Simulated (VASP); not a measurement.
TiB2: relaxation of cell and atoms with PBE

The system is TiB2.

```
Ti B
1.0
     3.03275    0.00000    0.00000
    -1.51637    2.62644    0.00000
     0.00000    0.00000    3.22466
Ti B
1 2
Cartesian
  0.0000 0.0000 0.0000
  0.0000 1.7510 1.6123
  1.5164 0.8755 1.6123
```

| Quantity | Value |
| --- | --- |
| Program | VASP 6.6.1 |
| Task | relaxation of cell and atoms |
| Functional | PBE |
| Potentials or basis | VASP PAW PBE potentials, release 64 (Ti_sv, B) |
| Cutoff | 520 eV |
| k mesh | 15 × 15 × 14 |
| Occupations | gaussian, width 0.1 eV |
| Spin | no spin polarisation |
| Further INCAR settings | ALGO = Normal; EDIFF = 1e-07; IBRION = 2; EDIFFG = -0.002; NSW = 80; ISIF = 3 |

```
Pressure after relaxing : 0.0 GPa
Band gap on the k mesh  : none (metal or under the smearing width)
```

Final structure:
```
Ti B
1.0
     3.03275    0.00000    0.00000
    -1.51637    2.62644    0.00000
     0.00000    0.00000    3.22466
Ti B
1 2
Direct
  0.00000 0.00000 0.00000
  0.33333 0.66667 0.50000
  0.66667 0.33333 0.50000
```

Levels at points of the mesh, in eV from the Fermi level:
| k point | band 5 | band 6 | band 7 | band 8 | band 9 | band 10 | band 11 | band 12 | band 13 |
| --- | --- | --- | --- | --- | --- | --- | --- | --- | --- |
| (0.00, 0.00, 0.00) | -13.53 | -2.64 | -2.64 | -2.33 | -2.13 | 1.86 | 1.86 | 3.63 | 3.63 |
| (0.00, 0.00, 0.50) | -11.60 | -7.63 | -0.59 | -0.59 | -0.22 | -0.22 | 0.41 | 0.41 | 1.63 |

Wall time 21 s on 1 thread of Intel(R) Xeon(R) 6975P-C (Granite Rapids) (shared host), peak memory 0.2 GiB.

Caveat: the relaxation stopped at its first step, so nothing moved.
